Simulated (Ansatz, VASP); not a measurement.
# Ti9Al44O84 (glassy 29TiO2-71Al2O3 (mol %)): VASP beside Ansatz, part 2 of 2

One calculation is typed for both programs; each brings its own data sets. How far apart do they land? Of the first pair: The structure shown is the start of the Ansatz relaxation below; VASP solves that cell, so the two are compared at the walk's first step.

VASP 6.6.1 and Ansatz 0.2.0.

So far. Step 4 (Side by side): The forces differ by 25 meV/Å r.m.s., which is 2.5 % of the r.m.s. force of 1.000 eV/Å (both taken over all components).

**6. VASP: single point, PBE, relaxed cell, pair 2**

Level of this step: PBE, no spin polarisation; plane waves and PAW (Ti_sv, Al, O) (VASP).

The same cell, functional, mesh and smearing now go to VASP, with its own data sets.

The input, INCAR:

```
SYSTEM = Ti9Al44O84
PREC = Accurate
ENCUT = 520
EDIFF = 1E-06
NELM = 120
ISMEAR = 0
SIGMA = 0.05
LREAL = Auto
ALGO = Normal
GGA = PE
NBANDS = 467
LASPH = .TRUE.
LORBIT = 11
LWAVE = .FALSE.
LCHARG = .FALSE.
ISIF = 2
GGA_COMPAT = .FALSE.
EFERMI = MIDGAP
```

The input, POSCAR:

```
Ti9Al44O84
1.0
   11.3909100000      0.0000000000      0.0000000000
    0.0000000000     11.3909100000      0.0000000000
    0.0000000000      0.0000000000     11.3909100000
Ti Al O
9 44 84
Direct
    0.7714200000      0.9823100000      0.0334000000
    0.5239500000      0.7106400000      0.8320700000
    0.8055600000      0.9982100000      0.3062200000
    0.3696900000      0.8313600000      0.5461800000
    0.2655500000      0.5416800000      0.1301200000
    0.5630800000      0.2251800000      0.3033100000
    0.4910300000      0.0845000000      0.9604200000
    0.3709900000      0.6228800000      0.3574700000
    0.0599300000      0.1095900000      0.2100900000
    0.4405400000      0.8131100000      0.0973300000
    0.4594600000      0.9502600000      0.3062600000
    0.0800200000      0.1338900000      0.7652700000
    0.2074500000      0.8634400000      0.3208800000
    0.6341300000      0.4945600000      0.8604200000
    0.3327400000      0.9176400000      0.8177600000
    0.9736600000      0.8279600000      0.1566400000
    0.6557800000      0.3202400000      0.0221800000
    0.6479200000      0.7305300000      0.2961200000
    0.5243700000      0.5791800000      0.0853600000
    0.7511000000      0.2428500000      0.7732500000
    0.1864000000      0.7912200000      0.0051700000
    0.9277300000      0.8966000000      0.7361300000
    0.8206900000      0.2723000000      0.1800700000
    0.5987100000      0.6822800000      0.5415000000
    0.9402500000      0.2115000000      0.9705900000
    0.3244600000      0.2606400000      0.4862300000
    0.3379100000      0.0874700000      0.6538300000
    0.2756700000      0.2934300000      0.2662900000
    0.0805600000      0.7989000000      0.5332100000
    0.1109400000      0.0727500000      0.4953500000
[... 101 atom lines left out ...]
    0.5909800000      0.8377200000      0.7862800000
    0.9181000000      0.6859900000      0.2045300000
    0.7299200000      0.7791600000      0.5722500000
    0.3079700000      0.9345900000      0.6616400000
    0.8951200000      0.2002200000      0.8088100000
    0.2258100000      0.1632300000      0.2079200000
```

The input, KPOINTS:

```
Automatic mesh
0
Gamma
1 1 1
0 0 0
```

The projector-augmented-wave data sets are Ti_sv, Al and O (PBE family, release 64).

Started as:

```bash
$ export OMP_NUM_THREADS=3
$ mpirun -np 1 vasp_gam
```

Numbers of over 12 decimals in the logs are rounded to 6 here.

The log of the run:

```text
[... set-up lines as in an earlier step ...]
 entering main loop
       N       E                     dE             d eps       ncg     rms          rms(c)
DAV:   1     0.920866603277E+04    0.92087E+04   -0.42484E+05   934   0.169E+03
DAV:   2     0.164711885770E+03   -0.90440E+04   -0.85348E+04  1070   0.457E+02
DAV:   3    -0.114538247341E+04   -0.13101E+04   -0.12877E+04  1081   0.186E+02
DAV:   4    -0.122954631740E+04   -0.84164E+02   -0.83818E+02  1324   0.482E+01
[...]
DAV:  18    -0.104351411974E+04    0.25458E-05   -0.48962E-05  1316   0.187E-02    0.152E-02
DAV:  19    -0.104351411917E+04    0.56695E-06   -0.22471E-05  1028   0.123E-02    0.792E-03
DAV:  20    -0.104351411906E+04    0.11502E-06   -0.56012E-06  1004   0.758E-03
   1 F= -.10435141E+04 E0= -.10435141E+04  d E =0.000000E+00
```

From OUTCAR (step 6):

```text
  Total       19.3237968     53.4035868     56.4612703     -5.8535645      3.5153285      7.1051430
  in kB       20.9472870     57.8902930     61.2048680     -6.3453522      3.8106691      7.7020821
  external PRESSURE =      46.6808160 kB  Pullay stress =       0.0000000 kB

 POSITION                                       TOTAL-FORCE (eV/Angst)
 -----------------------------------------------------------------------------------
      8.78718     11.18940      0.38046        -0.004228     -0.004224     -0.068691
[...]
1.16985      5.48518      6.40830         0.002612     -0.002218      0.012487
      4.67210      3.20198      4.01883        -0.036550      0.004682      0.012238
      9.70004      4.92406      2.10003         0.011510      0.003784      0.008202
      2.11074      8.38815      7.16397        -0.026520     -0.002511      0.014550
      0.16335      8.12035      4.81004        -0.001867     -0.008430     -0.022601
      8.99768      2.70819      0.34606         0.017238     -0.005764     -0.019388
      5.07602      0.29343      9.20021        -0.003572     -0.006972     -0.057472
     10.77694     10.97639      2.64702         0.052227     -0.036100     -0.031014
      0.30311      1.30141      7.04186         0.000581      0.004255     -0.004035
      0.78039      3.49952      8.28768        -0.012760      0.003867      0.001305
     11.14703      2.57924      1.59928        -0.056290      0.067542     -0.041064
     10.20682      8.60105      9.08026         0.018686      0.007010     -0.007154
[...]
-----------------------------------------------------------------------------------
    total drift:                               -0.014708      0.015142     -0.006083

  FREE ENERGIE OF THE ION-ELECTRON SYSTEM (eV)
  ---------------------------------------------------
  free  energy   TOTEN  =     -1043.5141190555 eV

  energy  without entropy=    -1043.5141190555  energy(sigma->0) =    -1043.51411906

[... 1 part as in an earlier step ...]

[... 2 further parts left out ...]
[key lines of the parts left out:]
E-fermi :   5.4705
```

The run ends at a pressure of 4.67 GPa, with forces up to 0.14 eV/Å.

**7. Side by side**

Compared:

```tsv
quantity	Ansatz	VASP	difference
gap on the k mesh (eV)	3.008	2.977	+0.030
```

Forces on 7 of the 137 atoms, those with the largest forces and the largest differences (eV/Å; atoms numbered as in POSCAR):

```tsv
atom	Ansatz x, y, z	VASP x, y, z
Ti2	0.020, -0.015, -0.023	-0.017, -0.124, -0.029
Ti4	-0.002, -0.003, 0.005	-0.094, -0.044, 0.035
Ti5	-0.008, -0.011, -0.007	-0.017, 0.102, -0.044
O60	0.004, 0.009, -0.001	0.060, 0.076, -0.064
O120	-0.002, -0.007, -0.007	0.046, 0.099, 0.033
O126	0.002, -0.006, 0.012	-0.072, 0.037, 0.065
O132	0.000, -0.008, 0.007	0.059, 0.127, -0.031
```

The forces differ by 26 meV/Å r.m.s., where the r.m.s. force is 0.006 eV/Å in Ansatz and 0.026 eV/Å in VASP: the atoms lie near their places of rest in Ansatz, so a percentage would say little (all taken over all components). A gap on the mesh is an upper bound, since the band edges may lie between its points.

**8. Summary of results**

| Item | Value |
| --- | --- |
| r.m.s. force difference (single point, PBE, start cell, pair 1) | 2.5 % of the r.m.s. force |
| r.m.s. force difference (single point, PBE, relaxed cell, pair 2) | 26 meV/Å |

The r.m.s. force difference is 26 meV/Å (single point, PBE, relaxed cell, pair 2), beyond the 12 meV/Å picked in this series as the mark of a large difference. What causes the difference of the single point, PBE, relaxed cell, pair 2 pair stays open here. How closely two codes agree says nothing of how well the functional describes the real material.

[Lines on the potential files, build, host, timing and source positions are cut from VASP's logs without a mark.]

[Logs are printed without paths, hosts, clocks, repeated set-up lines and the standing remarks that a program may print on its own settings, such as how far it seeks lower states.]

[Hosts, paths, dates, database ids (printed as entryN), source tags and the programs' standing remarks are cut or masked in the printed files.]
